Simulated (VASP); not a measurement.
VASP ran on this input.

**KPOINTS**
```
K-points
0
gamma
  9 9 9
```

INCAR:
```
SYSTEM = AlAs
PREC = Accurate; ENCUT = 500; LREAL = .False.
LASPH = .True.
EDIFF = 1E-6; NELM = 100; ALGO = Normal
LMAXMIX = 4
ISMEAR = 0; SIGMA = 0.05
IBRION = 2; NSW = 40; ISIF = 3
EDIFFG = -0.02; PSTRESS = 450
LWAVE = .False.; LCHARG = .False.
```

### POSCAR
```
AlAs
1
    0.0000000000     2.6021007437     2.6021007437
    2.6021007437     0.0000000000     2.6021007437
    2.6021007437     2.6021007437     0.0000000000
Al As
1 1
Direct
  0.0000000000   0.0000000000   0.0000000000
  0.2500000000   0.2500000000   0.2500000000
```

POTCAR, in this order: Al As (LDA.64 set). Program: vasp_std.

Question: Translate this LDA calculation to Quantum ESPRESSO's pw.x.

Answer: One equivalent input (not run):
```
&CONTROL
  calculation = 'vc-relax'
  pseudo_dir = './pseudo'
  outdir = './out'
  tprnfor = .true.
  tstress = .true.
  nstep = 40
  forc_conv_thr = 0.00078
/
&SYSTEM
  ibrav = 0
  nat = 2
  ntyp = 2
  ecutwfc = 80
  occupations = 'smearing'
  smearing = 'gaussian'
  degauss = 0.003675
  input_dft = 'pz'
/
&ELECTRONS
  conv_thr = 7.3e-08
  electron_maxstep = 100
/
&IONS
/
&CELL
  press = 450
/
ATOMIC_SPECIES
  Al 26.982 Al.upf
  As 74.922 As.upf
CELL_PARAMETERS angstrom
     0.0000000    2.6021007    2.6021007
     2.6021007    0.0000000    2.6021007
     2.6021007    2.6021007    0.0000000
ATOMIC_POSITIONS crystal
  Al   0.0000000  0.0000000  0.0000000
  As   0.2500000  0.2500000  0.2500000
K_POINTS automatic
  9 9 9 0 0 0
```
The two are equivalent in intent, not identical: the potentials are each code's own (VASP's PAW set, PseudoDojo norm-conserving files in pw.x), so ENCUT and ecutwfc are chosen apart and not converted; conv_thr bounds pw.x's estimated SCF error, while EDIFF bounds the energy change between steps; forc_conv_thr acts on force components and is met together with etot_conv_thr.

The compound is AlAs in the zinc blende structure. This run relaxes it under an external pressure of 45 GPa. Symmetry was kept, so distortions that lower it aren't found.
